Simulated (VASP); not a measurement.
An input for Quantum ESPRESSO's pw.x (written as the equivalent of a VASP run, and not itself run):

```
&CONTROL
  calculation = 'vc-relax'
  pseudo_dir = './pseudo'
  outdir = './out'
  tprnfor = .true.
  tstress = .true.
  nstep = 40
  forc_conv_thr = 0.00078
/
&SYSTEM
  ibrav = 0
  nat = 1
  ntyp = 1
  ecutwfc = 70
  occupations = 'smearing'
  smearing = 'methfessel-paxton'
  degauss = 0.00735
  input_dft = 'pbe'
/
&ELECTRONS
  conv_thr = 7.3e-08
  electron_maxstep = 100
/
&IONS
/
&CELL
  press = 50
/
ATOMIC_SPECIES
  In 114.818 In.upf
CELL_PARAMETERS angstrom
    -1.5784205    1.5784205    2.4770511
     1.5784205   -1.5784205    2.4770511
     1.5784205    1.5784205   -2.4770511
ATOMIC_POSITIONS crystal
  In   0.0000000  0.0000000  0.0000000
K_POINTS automatic
  16 16 16 0 0 0
```

Problem. Write the VASP files for the same calculation (PBE).

Solution. One answer among several that fit: 
### INCAR
```
# general
SYSTEM  = In
PREC    = Accurate
ENCUT   = 500
LREAL   = .False.
LASPH   = .True.

# electronic loop
EDIFF   = 1E-6
NELM    = 100
ALGO    = Normal
LMAXMIX = 4

# smearing
ISMEAR  = 1
SIGMA   = 0.1

# functional
GGA     = PE

# ions
IBRION  = 2
NSW     = 40
ISIF    = 3
EDIFFG  = -0.02
PSTRESS = 50

# output
LWAVE   = .False.
LCHARG  = .False.
```

POSCAR:
```
In
1
   -1.5784205476     1.5784205476     2.4770510866
    1.5784205476    -1.5784205476     2.4770510866
    1.5784205476     1.5784205476    -2.4770510866
In
1
Direct
  0.0000000000   0.0000000000   0.0000000000
```

### KPOINTS
```
Automatic mesh
0
Gamma
16 16 16
0 0 0
```

POTCAR, in this order: In_d (PBE.64 set). Program: vasp_std.

The two are equivalent in intent, not identical: the potentials are each code's own (VASP's PAW set, PseudoDojo norm-conserving files in pw.x), so ENCUT and ecutwfc are chosen apart and not converted; conv_thr bounds pw.x's estimated SCF error, while EDIFF bounds the energy change between steps; forc_conv_thr acts on force components and is met together with etot_conv_thr.

The compound is In in the bct structure. It was relaxed first under an external pressure of 5 GPa.
